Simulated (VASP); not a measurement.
Input:

```
CELL_PARAMETERS angstrom
      0.00000     3.44500     3.44500
      3.44500     0.00000     3.44500
      3.44500     3.44500     0.00000
ATOMIC_POSITIONS crystal
  Rb 0.00000 0.00000 0.00000
  Br 0.50000 0.50000 0.50000
```

All values below come from vdW-DF-cx, VASP's PBE PAW potentials (set 64) (plane waves; VASP). Settings: 520 eV cut-off, 8×8×8 Γ-centred mesh, tetrahedra with Blöchl corrections, potentials Rb_sv Br.

**Question.** What does the run give for the energy per atom (σ→0), band gap (on the k-mesh) with the smallest direct gap where there is one?

**Answer.** 
The band gap (on the k-mesh) is 4.39 eV and the smallest direct gap (on the k-mesh) is 4.39 eV. The energy per atom (σ→0) is -1.160 eV/atom.

The absolute energy has meaning only against runs of the same code, potentials and settings.

The compound is RbBr in the rock salt structure. The cell was not relaxed at this level.
